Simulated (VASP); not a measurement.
# How uniaxial stress along [001] changes Ta

How do stress and energy of Ta follow uniaxial stress along [001]?

Method: PBEsol; plane waves and PAW (Ta_pv), in the first sound run; inputs show where later runs differ, in VASP 6.6.1.

## (1) Set-up

Symmetry: Im-3m, No. 229, cubic system. Conventional cell: a = 3.310 Å, b = 3.310 Å, c = 3.310 Å, α = 90.00°, β = 90.00°, γ = 90.00°. Nearest to Ta lie 8 Ta at 2.87 Å.

Coordinates:

```cif
data_structure
_symmetry_space_group_name_H-M 'Im-3m'
_symmetry_Int_Tables_number 229
_cell_length_a 3.3100
_cell_length_b 3.3100
_cell_length_c 3.3100
_cell_angle_alpha 90.000
_cell_angle_beta 90.000
_cell_angle_gamma 90.000
_cell_volume 36.26
loop_
_atom_site_label
_atom_site_type_symbol
_atom_site_symmetry_multiplicity
_atom_site_Wyckoff_symbol
_atom_site_fract_x
_atom_site_fract_y
_atom_site_fract_z
_atom_site_occupancy
Ta1 Ta 2 a 0.00000 0.00000 0.00000 1
```

## (2) Relax the crystal, PBEsol

The series starts from the cell that this level prefers, so that zero strain is near zero stress.

This step took 2 runs in a row; the last is shown.

Level: PBEsol; plane waves and PAW (Ta_pv).

Input file INCAR:

```
SYSTEM = Ta
PREC = Accurate
ENCUT = 450
EDIFF = 1E-07
NELM = 120
ISMEAR = 1
SIGMA = 0.15
LREAL = .FALSE.
ALGO = Normal
GGA = PS
NBANDS = 11
LASPH = .TRUE.
LORBIT = 11
LWAVE = .FALSE.
LCHARG = .FALSE.
KPAR = 8
IBRION = 2
NSW = 40
ISIF = 3
EDIFFG = -0.005
POTIM = 0.4
```

Input file POSCAR:

```
Ta
1.0
   -1.6408621308      1.6408621308      1.6408621308
    1.6408621308     -1.6408621308      1.6408621308
    1.6408621308      1.6408621308     -1.6408621308
Ta
1
Direct
    0.0000000000      0.0000000000      0.0000000000
```

Input file KPOINTS:

```
Automatic mesh
0
Gamma
25 25 25
0 0 0
```

The projector-augmented-wave data sets are Ta_pv (PBE family, release 64).

Started as:

```
mpirun -np 8 vasp_std
```

The log of the run:

```text
[banner, memory and clock lines left out]
running    8 mpi-ranks, on    1 nodes
[...]
|                                                                             |
|           W    W    AA    RRRRR   N    N  II  N    N   GGGG   !!!           |
|           W    W   A  A   R    R  NN   N  II  NN   N  G    G  !!!           |
|           W    W  A    A  R    R  N N  N  II  N N  N  G       !!!           |
|           W WW W  AAAAAA  RRRRR   N  N N  II  N  N N  G  GGG   !            |
|           WW  WW  A    A  R   R   N   NN  II  N   NN  G    G                |
|           W    W  A    A  R    R  N    N  II  N    N   GGGG   !!!           |
|                                                                             |
|     For optimal performance we recommend to set                             |
|       NCORE = 2 up to number-of-cores-per-socket                            |
|     NCORE specifies how many cores store one orbital (NPAR=cpu/NCORE).      |
|     This setting can greatly improve the performance of VASP for DFT.       |
[...]
|     You enforced a specific xc type in the INCAR file but a different       |
|     [... a line on the potential file left out ...]
|     I HOPE YOU KNOW WHAT YOU ARE DOING!                                     |
|                                                                             |

 LDA part: xc-table for (Slater+PW92), standard interpolation
 POSCAR, INCAR and KPOINTS ok, starting setup
[...]
entering main loop
       N       E                     dE             d eps       ncg     rms          rms(c)
DAV:   1     0.526473496335E+02    0.52647E+02   -0.57769E+03 10034   0.860E+02
DAV:   2    -0.121525558306E+02   -0.64800E+02   -0.63357E+02 11182   0.236E+02
DAV:   3    -0.130462728706E+02   -0.89372E+00   -0.87701E+00 12220   0.268E+01
DAV:   4    -0.130492629540E+02   -0.29901E-02   -0.29887E-02 11024   0.160E+00
[...]
DAV:   9    -0.125503327502E+02    0.26770E-05   -0.58418E-05 11514   0.813E-02    0.210E-02
DAV:  10    -0.125503302069E+02    0.25433E-05   -0.23401E-06 11945   0.172E-02    0.356E-03
DAV:  11    -0.125503302019E+02    0.50645E-08   -0.14753E-07  9975   0.433E-03
   1 F= -.12550330E+02 E0= -.12550225E+02  d E =-.125503E+02
[...]
reached required accuracy - stopping structural energy minimisation
```

Wall time 8.6 s (8 MPI ranks of Intel Xeon 6975P-C (Granite Rapids), shared host); peak memory 1.4 GiB.

Lines that name or quote the potential files are left out of all logs, and their timing lines are given in words.

Parts of OUTCAR (step 2):

```text
  Total       -0.0006221     -0.0006221     -0.0006221     -0.0000000     -0.0000000      0.0000000
  in kB       -0.0564017     -0.0564017     -0.0564017     -0.0000000     -0.0000000      0.0000000
  external PRESSURE =      -0.0564017 kB  Pullay stress =       0.0000000 kB

 POSITION                                       TOTAL-FORCE (eV/Angst)
 -----------------------------------------------------------------------------------
      0.00000      0.00000      0.00000         0.000000      0.000000      0.000000
 -----------------------------------------------------------------------------------
    total drift:                                0.000000      0.000000      0.000000

  FREE ENERGIE OF THE ION-ELECTRON SYSTEM (eV)
  ---------------------------------------------------
  free  energy   TOTEN  =       -12.5503302019 eV

  energy  without entropy=      -12.5500153902  energy(sigma->0) =      -12.55022526

 reached required accuracy - stopping structural energy minimisation

[... 3 further parts left out ...]
[key lines of the parts left out:]
E-fermi :   5.4602
```

This run gave:

| Property | Result |
| --- | --- |
| energy(sigma→0) of the program | -12.5502 eV |
| stress, compression positive | xx, yy, zz -0.01, -0.01, -0.01 GPa |
| volume | 17.672 Å³ |
| ionic steps | 1 |

## (3) Strain across the axis, PBEsol

One member in full: the axis is strained by 0.5 %, and the two directions across it are strained alike until their mean stress is under 0.012 GPa or five steps are spent.

This step took 3 runs, each at a new trial strain with the atoms of the one before; the last is shown.

Level: PBEsol; plane waves and PAW (Ta_pv).

INCAR: that of step 2 with these lines changed.

```diff
@@ -15,7 +15,7 @@
 LCHARG = .FALSE.
-KPAR = 8
-IBRION = 2
-NSW = 40
-ISIF = 3
-EDIFFG = -0.005
-POTIM = 0.4
+KPAR = 2
+IBRION = 1
+NSW = 25
+ISIF = 2
+EDIFFG = -0.004
+POTIM = 0.3
```

Input file POSCAR:

```
Ta
1.0
   -1.6378411620      1.6378411620      1.6490664410
    1.6378411620     -1.6378411620      1.6490664410
    1.6378411620      1.6378411620     -1.6490664410
Ta
1
Direct
    0.0000000000      0.0000000000      0.0000000000
```

KPOINTS is that of step 2.

Started as:

```
mpirun -np 2 vasp_std
```

The log of the run:

```text
[banner, memory and clock lines left out]
running    2 mpi-ranks, on    1 nodes
[...]
[... a notice as in an earlier step ...]

 LDA part: xc-table for (Slater+PW92), standard interpolation
 POSCAR, INCAR and KPOINTS ok, starting setup
[...]
entering main loop
       N       E                     dE             d eps       ncg     rms          rms(c)
DAV:   1     0.515326818697E+02    0.51533E+02   -0.58330E+03 26106   0.862E+02
DAV:   2    -0.121799528093E+02   -0.63713E+02   -0.62251E+02 29085   0.234E+02
DAV:   3    -0.130473573365E+02   -0.86740E+00   -0.85858E+00 31640   0.265E+01
DAV:   4    -0.130501478085E+02   -0.27905E-02   -0.27898E-02 28722   0.160E+00
[...]
DAV:   9    -0.125501228865E+02    0.49193E-05   -0.64672E-05 29978   0.850E-02    0.210E-02
DAV:  10    -0.125501202625E+02    0.26239E-05   -0.25129E-06 30935   0.177E-02    0.367E-03
DAV:  11    -0.125501202403E+02    0.22196E-07   -0.16137E-07 28236   0.451E-03
   1 F= -.12550120E+02 E0= -.12550019E+02  d E =-.125501E+02
 BRION: g(F)=  0.985E-63 g(S)=  0.000E+00
 reached required accuracy - stopping structural energy minimisation
```

The job ended after 47 s (2 MPI ranks; peak memory 0.55 GiB).

OUTCAR, selected parts (step 3):

```text
  Total       -0.0000092     -0.0000092     -0.0881887      0.0000000      0.0000000      0.0000000
  in kB       -0.0008343     -0.0008343     -7.9851253      0.0000000      0.0000000      0.0000000
  external PRESSURE =      -2.6622646 kB  Pullay stress =       0.0000000 kB

 POSITION                                       TOTAL-FORCE (eV/Angst)
 -----------------------------------------------------------------------------------
      0.00000      0.00000      0.00000        -0.000000      0.000000      0.000000
 -----------------------------------------------------------------------------------
    total drift:                                0.000000     -0.000000      0.000000

  FREE ENERGIE OF THE ION-ELECTRON SYSTEM (eV)
  ---------------------------------------------------
  free  energy   TOTEN  =       -12.5501202403 eV

  energy  without entropy=      -12.5498151634  energy(sigma->0) =      -12.55001855

[... 1 part as in an earlier step ...]

[... 3 further parts left out ...]
[key lines of the parts left out:]
E-fermi :   5.4496
```

Read from the output:

```
energy(sigma→0) of the program : -12.5500 eV
stress, compression positive   : xx, yy, zz 0.00, 0.00, -0.80 GPa
ionic steps                    : 1
```

## (4) The table

The other members went through these steps as far as the tables show, with the same cutoff and, step by step, the same mesh; 25 runs are not shown. The session took 0.74 core hours (wall time by ranks) on a shared machine.

| strain along the axis (%) | strain across the axis (%) | stress along the axis, tension positive (GPa) | energy above the unstrained row, extrapolated to no smearing (meV/atom) |
| --- | --- | --- | --- |
| -2.000 | 0.781 | -3.189 | 3.519 |
| -1.500 | 0.576 | -2.412 | 1.975 |
| -1.000 | 0.378 | -1.613 | 0.873 |
| -0.500 | 0.186 | -0.804 | 0.217 |
| 0 | 0.000 | 0.006 | 0.000 |
| 0.500 | -0.184 | 0.799 | 0.207 |
| 1.000 | -0.363 | ? | ? |
| 1.500 | -0.538 | 2.359 | 1.873 |
| 2.000 | -0.711 | 3.108 | 3.338 |

## (5) Stress from the known rows

Fitting a parabola to the 8 known rows (e: strain in %) gives stress = − 0.009933 e² + 1.582 e − 0.003176 in GPa; the residuals are 0.014 GPa r.m.s.

At e = 1 this predicts 1.569 GPa.

## (6) Prediction against calculation

The calculation gives 1.586 GPa, so the prediction is 0.017 GPa too low, within twice the residual of the fit.

Slopes at zero strain, from cubics through all rows: strain ratio -0.369, stress over strain 161 GPa.

## (7) What came out

```json
{
  "error of the predicted stress": "-0.017 GPa",
  "Poisson ratio": "0.369",
  "Young's modulus along the axis": "161 GPa"
}
```

In words: As a check, the curvature of the energy gives 155 GPa for the same modulus (energy per volume = E/2 × strain²), 4 % from the slope of the stress; these energies are extrapolated to no smearing, while the stress belongs to the free energy, so part of the difference may come from that. These are static values: temperature and zero-point motion are left out. In a metal the slopes also depend on mesh and smearing, which were held through the series.

[Lines on the potential files, build, host, timing and source positions are cut from VASP's logs without a mark.]

[Logs are printed without paths, hosts, clocks, repeated set-up lines and the standing remarks that a program may print on its own settings, such as how far it seeks lower states.]

[Hosts, paths, dates, database ids (printed as entryN), source tags and the programs' standing remarks are cut or masked in the printed files.]

[In band tables of VASP the shares of atoms and orbitals are scaled to a sum of 1 inside the atoms' spheres.]
